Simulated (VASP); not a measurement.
Calculation: PBEsol GGA, VASP's PBE PAW potentials (set 64) (plane waves; VASP).

The input files of a VASP run:

KPOINTS:
```
Automatic mesh
0
Gamma
9 9 3
0 0 0
```

**POSCAR**
```
Ga3InN4
1.0
  1.6320712583  -2.8268299260   0.0000000000
  1.6320712583   2.8268299260   0.0000000000
  0.0000000000   0.0000000000  10.7071912840
In Ga N
1 3 4
Cart
  1.6320712583  -0.9422785266   2.6926014779
  1.6320712583   0.9422785266  10.6026845583
  1.6320712583  -0.9422785266   8.0408515183
  1.6320712583   0.9422785266   5.4762401784
  1.6320712583  -0.9422785266   4.8618165102
  1.6320712583   0.9422785266   1.8163184611
  1.6320712583  -0.9422785266   9.9873955306
  1.6320712583   0.9422785266   7.4240791303
```

INCAR:
```
SYSTEM = Ga3InN4
PREC = Accurate; ENCUT = 520; LREAL = F
LASPH = T
EDIFF = 1E-7; NELM = 100; ALGO = Normal
LMAXMIX = 4
ISMEAR = -5
GGA = PS
ISIF = 2
LWAVE = F; LCHARG = T; LORBIT = 11
NEDOS = 601
LEFG = T
```

POTCAR, in this order: In_d Ga_d N (PBE.64 set). Program: vasp_std.

Unless said otherwise, spin-orbit coupling is left out, though it shifts the bands of the heavy elements here.

Task: Estimate the energy per atom (σ→0), band gap (on the k-mesh).

Result: 
```json
{
  "energy per atom (σ→0)": "-6313 meV/atom",
  "band gap (on the k-mesh)": "0.68 eV"
}
```

**OSZICAR**
```
...
DAV:  11    -0.505076031322E+02   -0.30256E-03   -0.42240E-03  4483   0.772E-01    0.144E-01
DAV:  12    -0.505076292541E+02   -0.26122E-04   -0.61011E-04  3851   0.532E-01    0.480E-02
DAV:  13    -0.505076575987E+02   -0.28345E-04   -0.40834E-04  3390   0.162E-01    0.240E-02
DAV:  14    -0.505076581767E+02   -0.57801E-06   -0.25978E-05  3563   0.769E-02    0.113E-02
DAV:  15    -0.505076577312E+02    0.44544E-06   -0.56176E-06  4609   0.486E-02    0.318E-03
DAV:  16    -0.505076579024E+02   -0.17117E-06   -0.40054E-06  3945   0.232E-02    0.338E-03
DAV:  17    -0.505076579401E+02   -0.37649E-07   -0.42610E-07  2625   0.632E-03
   1 F= -.50507658E+02 E0= -.50507658E+02  d E =0.000000E+00
```

The structure was generated: Ga3InN4 was put into an ordered model structure (P3m1), which need not be its known phase. It was relaxed first.
